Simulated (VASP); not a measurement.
Crystal: Sn2GeO2.

```
Sn Ge O
1.0
     3.84001    0.00000    0.00000
    -1.92000    3.32555    0.00000
     0.00000    0.00000    6.78043
Sn Ge O
2 1 2
Direct
  0.33333 0.66667 0.21076
  0.66667 0.33333 0.78924
  0.00000 0.00000 0.50000
  0.33333 0.66667 0.87513
  0.66667 0.33333 0.12487
```

The cell was built by a generator and needn't be a form met in nature.

| Property | Result |
| --- | --- |
| Program | VASP 6.6.1 |
| Task | relaxation of cell and atoms |
| Functional | PBE |
| Potentials or basis | VASP PAW PBE potentials, release 64 (Sn_d, Ge_d, O) |
| Cutoff | 520 eV |
| k mesh | 4 × 4 × 2 |
| Occupations | gaussian, width 0.15 eV |
| Spin | no spin polarisation |

At the start: pressure -0.1 GPa; volume 17.32 Å³/atom.

Problem. How do energy, volume and symmetry change on relaxing?

Solution. Over 14 steps the energy falls by 50.2 meV/atom and the volume is 17.80 Å³/atom (+2.8 %); space group P-3m1 (No. 164, to 0.05 Å).

The path:
```tsv
step	energy change (eV)	largest force (eV/Å)	pressure (GPa)	volume (Å³)
1	0.0000	0.6901	-0.09	86.59
2	-0.0613	0.4602	1.28	86.46
3	-0.1225	0.1707	1.95	86.27
4	-0.1506	0.6342	3.69	85.82
5	-0.1576	0.2828	3.04	85.99
6	-0.1907	0.3756	1.89	87.03
7	-0.2158	0.5589	-0.69	89.47
8	-0.2170	0.5185	-0.02	89.02
9	-0.2170	0.5401	-0.88	89.15
10	-0.2170	0.5170	-0.11	89.08
11	-0.2316	0.3922	-0.26	89.13
12	-0.2498	0.1187	-0.23	89.26
13	-0.2498	0.0864	-0.32	89.26
14	-0.2508	0.0743	0.36	88.99
```

Final structure:
```
Sn Ge O
1.0
     3.71372    0.00000    0.00000
    -1.85686    3.21618    0.00000
     0.00000    0.00000    7.45028
Sn Ge O
2 1 2
Direct
  0.33333 0.66667 0.19946
  0.66667 0.33333 0.80054
  0.00000 0.00000 0.50000
  0.33333 0.66667 0.89620
  0.66667 0.33333 0.10380
```

Caveat: the k mesh is coarse (spacing up to 0.47 Å⁻¹), so the values aren't converged; the relaxation stopped at a loose force limit of 0.08 eV/Å, so its end isn't a converged minimum.
